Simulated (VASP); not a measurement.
## BaH4: equilibrium volume by level of theory

```yaml
crystal:
  lattice:
    - [2.29082, 1.32260, 3.53625]
    - [-2.29082, 1.32260, 3.53625]
    - [0.00000, -2.64521, 3.53625]
  atoms:
    - { symbol: Ba, position: [0.00000, 0.00000, 0.00000] }
    - { symbol: H, position: [0.74087, 0.74087, 0.74087] }
    - { symbol: H, position: [0.25913, 0.25913, 0.25913] }
    - { symbol: H, position: [0.46369, 0.46369, 0.46369] }
    - { symbol: H, position: [0.53631, 0.53631, 0.53631] }
```

The cell comes from a database or a generator and needn't be the stable form of this composition.

| rung | level | program and potentials | cutoff (eV) | k mesh | equilibrium volume (Å³/atom) | notes |
| --- | --- | --- | --- | --- | --- | --- |
| GGA | PBE | VASP, PBE PAW files Ba_sv, H, 600 eV | 600 | 5 × 5 × 5 | 13.06 | - |
| GGA + dispersion | PBE+D3(BJ) | VASP, PBE PAW files Ba_sv, H, 600 eV | 600 | 5 × 5 × 5 | 12.55 | - |
| GGA + dispersion | PBE+D3(zero damping) | VASP, PBE PAW files Ba_sv, H, 600 eV | 600 | 5 × 5 × 5 | 12.80 | - |
| GGA + dispersion | PBE+D4 | VASP, PBE PAW files Ba_sv, H, 600 eV | 600 | 5 × 5 × 5 | 12.50 | - |
| GGA + dispersion | PBE+MBD-FI | VASP, PBE PAW files Ba_sv, H, 600 eV | 600 | 5 × 5 × 5 | 11.63 | - |
| GGA + dispersion | PBE+TS | VASP, PBE PAW files Ba_sv, H, 600 eV | 600 | 5 × 5 × 5 | 13.42 | - |
| GGA + dispersion | PBE+TS-HI | VASP, PBE PAW files Ba_sv, H, 600 eV | 600 | 5 × 5 × 5 | 12.37 | - |
| GGA + dispersion | PBE+dDsC | VASP, PBE PAW files Ba_sv, H, 600 eV | 600 | 5 × 5 × 5 | 11.85 | - |
| non-local van der Waals functional | PBE+rVV10 | VASP, PBE PAW files Ba_sv, H, 600 eV | 600 | 5 × 5 × 5 | 12.79 | - |

Task: relaxation of cell and atoms. All rows: no spin polarisation. Meshes are those of the run's cell of 5 atoms unless a note names another. Relaxations start from the cell shown or near it and stop with a little pressure left. Runs on faulty files, with rough fits or with known faults for this quantity aren't shown. No row holds spin-orbit coupling.

By rung: GGA 13.06; GGA + dispersion 11.63 to 13.42; non-local van der Waals functional 12.79 (Å³/atom).
